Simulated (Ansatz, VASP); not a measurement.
# Cross-check of BiN between VASP and Ansatz, part 2 of 2

One calculation is typed for both programs; each brings its own data sets. How far apart do they land? The cell is generated by rule, not measured, and may not be a known phase. Of the first pair: The two relaxations start from unlike cells of this crystal (the structure described is Ansatz's start), so only their ends are compared.

VASP 6.6.1 and Ansatz 0.2.0.

So far: The starting structure; Ansatz: relaxation of cell and atoms, PBEsol, pair 1; VASP: relaxation of cell and atoms, PBEsol, pair 1; Side by side.

**5. VASP: relaxation of cell and atoms, PBEsol, pair 2**

Level of this step: PBEsol; plane waves and PAW (Bi_d, N); invented cell (VASP).

The relaxed volume is the usual yardstick between codes: in a stiff, nearly cubic crystal its relative difference is about their pressure difference at one cell divided by the bulk modulus. Its start cell is another than that of the pair before, and may be another structure of the material.

Contents of INCAR:

```
SYSTEM = BiN
PREC = Accurate
ENCUT = 600
EDIFF = 1E-07
NELM = 120
ISMEAR = 0
SIGMA = 0.1
LREAL = .FALSE.
ALGO = Normal
GGA = PS
NBANDS = 16
LORBIT = 11
LWAVE = .FALSE.
LCHARG = .FALSE.
ISIF = 3
IBRION = 2
NSW = 80
EDIFFG = -0.005
LASPH = .TRUE.
GGA_COMPAT = .FALSE.
NELMIN = 4
KPAR = 2
```

Contents of POSCAR:

```
BiN
1.0
    3.1372560000      0.0000000000      0.0000000000
    0.0000000000      3.1372560000      0.0000000000
    0.0000000000      0.0000000000      3.1372560000
Bi N
1 1
Direct
    0.0000000000      0.0000000000      0.0000000000
    0.5000000000      0.5000000000      0.5000000000
```

Contents of KPOINTS:

```
Automatic mesh
0
Gamma
12 12 12
0 0 0
```

The projector-augmented-wave data sets are Bi_d and N (PBE family, release 64).

The run is started by

```console
$ mpirun -np 2 vasp_std
```

Numbers of over 12 decimals in the logs are rounded to 6 here.

Log:

```text
[banner, memory and clock lines left out]
running    2 mpi-ranks, on    1 nodes
[...]
[... a notice as in an earlier step ...]

 LDA part: xc-table for (Slater+PW92), standard interpolation
 POSCAR, INCAR and KPOINTS ok, starting setup
[...]
entering main loop
       N       E                     dE             d eps       ncg     rms          rms(c)
DAV:   1     0.167776468111E+03    0.16778E+03   -0.11827E+04  2696   0.176E+03
DAV:   2    -0.107155259967E+01   -0.16885E+03   -0.16381E+03  3136   0.426E+02
DAV:   3    -0.120267076256E+02   -0.10955E+02   -0.10829E+02  3192   0.104E+02
DAV:   4    -0.122494457973E+02   -0.22274E+00   -0.22269E+00  3440   0.159E+01
[...]
DAV:  13    -0.104636833590E+02    0.24827E-05   -0.36456E-06  3464   0.169E-02    0.133E-02
DAV:  14    -0.104636831109E+02    0.24815E-06   -0.51358E-07  3360   0.541E-03    0.795E-03
DAV:  15    -0.104636831259E+02   -0.15027E-07   -0.51162E-07  3144   0.698E-03
   1 F= -.10463683E+02 E0= -.10460749E+02  d E =-.104637E+02
[...]
N       E                     dE             d eps       ncg     rms          rms(c)
DAV:   1    -0.104638838341E+02   -0.20072E-03   -0.49288E-03  3352   0.120E+00    0.806E-02
DAV:   2    -0.104637171408E+02    0.16669E-03   -0.31002E-04  3456   0.286E-01    0.295E-02
DAV:   3    -0.104636871279E+02    0.30013E-04   -0.10348E-04  3848   0.168E-01    0.990E-03
DAV:   4    -0.104636847329E+02    0.23950E-05   -0.13311E-05  3552   0.362E-02    0.263E-03
DAV:   5    -0.104636842520E+02    0.48090E-06   -0.14539E-06  3024   0.891E-03    0.115E-03
DAV:   6    -0.104636841782E+02    0.73757E-07   -0.80372E-08  2008   0.451E-03
   2 F= -.10463684E+02 E0= -.10460746E+02  d E =-.105236E-05
 trial-energy change:   -0.000001  1 .order   -0.000002   -0.000015    0.000010
 step:   0.5160(harm=  0.5957)  dis= 0.00000  next Energy=   -10.463687 (dE=-0.363E-05)
 reached required accuracy - stopping structural energy minimisation
```

From OUTCAR (step 5):

```text
  Total       -0.0096930     -0.0096930     -0.0096930      0.0000000      0.0000000     -0.0000000
  in kB       -0.5024244     -0.5024244     -0.5024244      0.0000000      0.0000000     -0.0000000
  external PRESSURE =      -0.5024244 kB  Pullay stress =       0.0000000 kB

 POSITION                                       TOTAL-FORCE (eV/Angst)
 -----------------------------------------------------------------------------------
      0.00000      0.00000      0.00000        -0.000000      0.000000     -0.000000
      1.56917      1.56917      1.56917         0.000000     -0.000000      0.000000
 -----------------------------------------------------------------------------------
    total drift:                               -0.000000      0.000000      0.000000

  FREE ENERGIE OF THE ION-ELECTRON SYSTEM (eV)
  ---------------------------------------------------
  free  energy   TOTEN  =       -10.4636841782 eV

  energy  without entropy=      -10.4578077501  energy(sigma->0) =      -10.46074596

[... 1 part as in an earlier step ...]

[... 3 further parts left out ...]
[key lines of the parts left out:]
E-fermi :   9.5112
```

**6. Ansatz: relaxation of cell and atoms, PBEsol, pair 2**

The same cell, functional, mesh and smearing now go to Ansatz, which takes its cutoff from its data sets.

The cell is taken from a series of runs on this material, whose earlier steps may have relaxed, scaled, displaced or heated it; both programs get it as it stands.

Contents of input.yaml:

```yaml
crystal:
  lattice:
    - [3.1372557429, 0.0, 0.0]
    - [0.0, 3.1372557429, 0.0]
    - [0.0, 0.0, 3.1372557429]
  atoms:
    - { symbol: Bi, position: [0.0, 0.0, 0.0] }
    - { symbol: "N", position: [0.5, 0.5, 0.5] }
kpoints:
  mp_grid: { grid: [12, 12, 12] }
hamiltonian:
  xc: pbesol
scf:
  occupations: { method: gaussian, width: 0.1 }
output:
  forces: true
  stress: true
  eigenvalues: true
relax:
  adjacent_minimum: "off"
  f_tol: 0.005
  max_steps: 80
  cell: { stress_tol: 0.05 }
```

The run is started by

```console
$ ansatz run input.yaml --threads 4 --pin off --max-ram 7168MiB --backend cpu --events-out ev --progress --plain --runs-dir out
```

Log:

```text
[...]
Crystal: 2 atoms, lattice volume = 30.878 Å³
Basis set: ecut = 420 eV, 619 PW (Γ), exchange–correlation on 48×48×48 points (8 copies of the dense FFT grid, shifted against one another)
Bands: 14, of which v1, the nominal top of the filled ones, is band 10 counted from 1 (9 counted from 0)
Symmetry: 48 space group operations
[...]
k-points: 84 of 1728
[...]
k-point 83: bands = [... 6 lower, 6.9155, 11.4951, 11.4951, 11.4951, 12.1616, 12.1616, 12.1616, 27.6502]
--- Relaxed structure (3 steps of the walk, 2 accepted, 1 SCFs on fresh bases) ---
[...]
cell:  # Å, volume = 30.8926 Å³
    - [3.137749, 0, 0]
    - [0, 3.137749, 0.0]
    - [0, 0.0, 3.137749]
  atoms:
    - { symbol: Bi, position: [0, 0, 0] }
    - { symbol: N, position: [0.500000, 0.500000, 0.500000] }
[key lines of the parts left out:]
SCF converged after 8 iterations
Free energy (F): -12618.018130 eV
Fermi energy:    14.088023 eV
P = ⅓ Tr σ = 0.0011 GPa (0.011 kbar)
```

**7. Differences**

The two programs side by side:

```
                                         quantity  Ansatz   VASP  difference
                                      volume (Å³)   30.89  30.91     -0.06 %
edge a after relaxation, in the typed setting (Å)   3.138  3.138     -0.02 %
```

**8. VASP: relaxation of cell and atoms, PBEsol, pair 3**

The relaxed volume is the usual yardstick between codes: in a stiff, nearly cubic crystal its relative difference is about their pressure difference at one cell divided by the bulk modulus. This pair takes another cell of the material, with 4 atoms against 2 for the pair before.

INCAR: that of step 5 with these lines changed.

```diff
@@ -5,4 +5,4 @@
 NELM = 120
-ISMEAR = 0
-SIGMA = 0.1
+ISMEAR = 1
+SIGMA = 0.15
 LREAL = .FALSE.
@@ -10,3 +10,3 @@
 GGA = PS
-NBANDS = 16
+NBANDS = 26
 LORBIT = 11
```

Contents of POSCAR:

```
BiN
1.0
    3.1488440000     -3.2795110000      0.0000000000
    3.1488440000      3.2795110000      0.0000000000
    0.0000000000      0.0000000000      3.1248640000
Bi N
2 2
Direct
    0.7348714322      0.7348714322      0.0000000000
    0.2651285678      0.2651285678      0.0000000000
    0.2964617286      0.7035382714      0.5000000000
    0.7035382714      0.2964617286      0.5000000000
```

Contents of KPOINTS:

```
Automatic mesh
0
Gamma
8 8 12
0 0 0
```

The run is started by

```console
$ mpirun -np 2 vasp_std
```

Log:

```text
[banner, memory and clock lines left out]
running    2 mpi-ranks, on    1 nodes
[...]
[... a notice as in an earlier step ...]

 LDA part: xc-table for (Slater+PW92), standard interpolation
 POSCAR, INCAR and KPOINTS ok, starting setup
[...]
entering main loop
       N       E                     dE             d eps       ncg     rms          rms(c)
DAV:   1     0.459985733366E+03    0.45999E+03   -0.23107E+04  7652   0.219E+03
DAV:   2     0.306161600444E+02   -0.42937E+03   -0.42060E+03  7920   0.542E+02
DAV:   3    -0.222860920782E+02   -0.52902E+02   -0.51187E+02  9560   0.186E+02
DAV:   4    -0.247776300632E+02   -0.24915E+01   -0.24736E+01  8636   0.401E+01
[...]
DAV:  14    -0.210960413952E+02    0.43800E-06   -0.10217E-07  4448   0.346E-03    0.126E-03
DAV:  15    -0.210960412298E+02    0.16544E-06   -0.75173E-08  3950   0.187E-03    0.130E-04
DAV:  16    -0.210960412513E+02   -0.21574E-07   -0.14040E-08  3920   0.145E-03
   1 F= -.21096041E+02 E0= -.21095827E+02  d E =-.210960E+02
[... from here on, the cycles between the ionic steps are left out ...]
   2 F= -.21096096E+02 E0= -.21095883E+02  d E =-.543602E-04
   3 F= -.21096099E+02 E0= -.21095887E+02  d E =-.574176E-04
   4 F= -.21096137E+02 E0= -.21095928E+02  d E =-.379059E-04
   5 F= -.21096157E+02 E0= -.21095952E+02  d E =-.580736E-04
   6 F= -.21096157E+02 E0= -.21095952E+02  d E =-.585503E-04
   7 F= -.21096153E+02 E0= -.21095946E+02  d E =-.539241E-04
   8 F= -.21096157E+02 E0= -.21095952E+02  d E =-.585183E-04
   9 F= -.21096157E+02 E0= -.21095952E+02  d E =-.584304E-04
  10 F= -.21096163E+02 E0= -.21095959E+02  d E =-.560684E-05
  11 F= -.21096168E+02 E0= -.21095968E+02  d E =-.108886E-04
[...]
reached required accuracy - stopping structural energy minimisation
```

From OUTCAR (step 8):

```text
  Total        0.0073085     -0.0152129     -0.0117502      0.0000000      0.0000000      0.0000000
  in kB        0.1817004     -0.3782141     -0.2921259      0.0000000      0.0000000      0.0000000
  external PRESSURE =      -0.1628799 kB  Pullay stress =       0.0000000 kB

 POSITION                                       TOTAL-FORCE (eV/Angst)
 -----------------------------------------------------------------------------------
      4.62788      0.00000      0.00000        -0.001760      0.000000      0.000000
      1.66577      0.00000      3.12590         0.001760      0.000000     -0.000000
      3.14682      1.33719      1.56295         0.000000     -0.000587      0.000000
      3.14682     -1.33719      1.56295         0.000000      0.000587     -0.000000
 -----------------------------------------------------------------------------------
    total drift:                                0.000000      0.000000      0.000000

  FREE ENERGIE OF THE ION-ELECTRON SYSTEM (eV)
  ---------------------------------------------------
  free  energy   TOTEN  =       -21.0961679878 eV

  energy  without entropy=      -21.0955684332  energy(sigma->0) =      -21.09596814

[... 1 part as in an earlier step ...]

[... 3 further parts left out ...]
[key lines of the parts left out:]
E-fermi :   9.0866
```

The run keeps the 8 symmetry operations of its start, so it cannot find a distortion of lower symmetry.

**9. Ansatz: relaxation of cell and atoms, PBEsol, pair 3**

The same cell, functional, mesh and smearing now go to Ansatz, which takes its cutoff from its data sets.

The cell is taken from a series of runs on this material, whose earlier steps may have relaxed, scaled, displaced or heated it; both programs get it as it stands.

Contents of input.yaml:

```yaml
crystal:
  lattice:
    - [3.1488437711, -3.2795111936, 0.0]
    - [3.1488437711, 3.2795111936, 0.0]
    - [0.0, 0.0, 3.1248635758]
  atoms:
    - { symbol: Bi, position: [0.7348714145, 0.7348714145, 0.0] }
    - { symbol: Bi, position: [0.2651285855, 0.2651285855, 0.0] }
    - { symbol: "N", position: [0.2964616888, 0.7035383112, 0.5] }
    - { symbol: "N", position: [0.7035383112, 0.2964616888, 0.5] }
kpoints:
  mp_grid: { grid: [8, 8, 12] }
hamiltonian:
  xc: pbesol
scf:
  occupations: { method: methfessel_paxton, width: 0.15 }
output:
  forces: true
  stress: true
  eigenvalues: true
relax:
  adjacent_minimum: "off"
  f_tol: 0.001
  max_steps: 60
  cell: { stress_tol: 0.01 }
```

The run is started by

```console
$ ansatz run input.yaml --threads 4 --pin off --max-ram 7168MiB --backend cpu --events-out ev --progress --plain --runs-dir out
```

Log:

```text
[...]
Crystal: 4 atoms, lattice volume = 64.539 Å³
Basis set: ecut = 420 eV, 1243 PW (Γ), exchange–correlation on 64×64×48 points (8 copies of the dense FFT grid, shifted against one another)
Bands: 24, of which v1, the nominal top of the filled ones, is band 20 counted from 1 (19 counted from 0)
Symmetry: 8 space group operations
[...]
k-points: 147 of 768
[...]
cell:  # Å, volume = 64.5389 Å³
    - [3.1488437711, -3.2795111936, 0.0]
    - [3.1488437711, 3.2795111936, 0.0]
    - [0.0, 0.0, 3.1248635758]
  atoms:
    - { symbol: Bi, position: [0.7348714145, 0.7348714145, 0.0] }
    - { symbol: Bi, position: [0.2651285855, 0.2651285855, 0.0] }
    - { symbol: N, position: [0.2964616888, 0.7035383112, 0.500000] }
    - { symbol: N, position: [0.7035383112, 0.2964616888, 0.500000] }
[key lines of the parts left out:]
SCF converged after 6 iterations
Free energy (F): -25236.211060 eV
Fermi energy:    13.439648 eV
P = ⅓ Tr σ = 0.0034 GPa (0.034 kbar)
```

**10. Differences**

Compared:

```
                                         quantity  Ansatz   VASP  difference
                                      volume (Å³)   64.54  64.44     +0.15 %
edge a after relaxation, in the typed setting (Å)   4.546  4.542     +0.09 %
edge c after relaxation, in the typed setting (Å)   3.125  3.126     -0.03 %
```

**11. Results**

| Quantity | Value |
| --- | --- |
| difference in volume (relaxation of cell and atoms, PBEsol, pair 1) | -0.13 % |
| difference in volume (relaxation of cell and atoms, PBEsol, pair 2) | -0.056 % |
| difference in volume (relaxation of cell and atoms, PBEsol, pair 3) | 0.15 % |

The difference in volume is 0.15 % (relaxation of cell and atoms, PBEsol, pair 3), within the 1.2 % picked in this series as the mark of a large difference, as far as the stopping tolerances let one tell. 1 further run of this series is not shown here. How closely two codes agree says nothing of how well the functional describes the real material.

[Lines on the potential files, build, host, timing and source positions are cut from VASP's logs without a mark.]

[Logs are printed without paths, hosts, clocks, repeated set-up lines and the standing remarks that a program may print on its own settings, such as how far it seeks lower states.]

[Hosts, paths, dates, database ids (printed as entryN), source tags and the programs' standing remarks are cut or masked in the printed files.]
